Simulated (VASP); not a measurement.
An input for Ansatz (written as the equivalent of a VASP run, and not itself run):

Ansatz 0.2 input:
```yaml
crystal:
  lattice:
    - [-1.5925000, 1.5925000, 2.4255000]
    - [1.5925000, -1.5925000, 2.4255000]
    - [1.5925000, 1.5925000, -2.4255000]
  atoms:
    - { symbol: In, position: [0.0000000, 0.0000000, 0.0000000] }
kpoints:
  mp_grid: { grid: [15, 15, 15] }
hamiltonian:
  xc: pbe
  pseudopotentials: { kind: paw }
scf:
  occupations: { method: fermi_dirac, width: 0.1 }
  max_iter: 100
output: { forces: true, stress: true, eigenvalues: true }
```

Translate this input to VASP (INCAR, KPOINTS, POSCAR, choice of POTCAR).

This is not unique; one that fits is 
File KPOINTS:
```
Automatic mesh
0
gamma
15 15 15
```

**POSCAR**
```
In
1
   -1.5925000000     1.5925000000     2.4255000000
    1.5925000000    -1.5925000000     2.4255000000
    1.5925000000     1.5925000000    -2.4255000000
In
1
Direct
  0.0000000000   0.0000000000   0.0000000000
```

### INCAR
```
SYSTEM = In
PREC = Accurate; ENCUT = 300; LREAL = .FALSE.
LASPH = .TRUE.
EDIFF = 1E-6; NELM = 100; ALGO = Normal
LMAXMIX = 4
ISMEAR = -1; SIGMA = 0.1
GGA = PE
ISIF = 2
LWAVE = .FALSE.; LCHARG = .FALSE.
```

POTCAR, in this order: In_d (PBE.64 set). Program: vasp_std.

What does not carry over: each code has its own PAW files, so the cut-off isn't converted (ENCUT is set for VASP's; basis.ecutwfc is left out, and Ansatz then takes the one that its files recommend); Ansatz stops its SCF on the density residual and VASP on the energy change (EDIFF).

The structure is a typed In crystal (I4/mmm). The cell was not relaxed at this level, and its volume differs by -5.9 % from the start's.
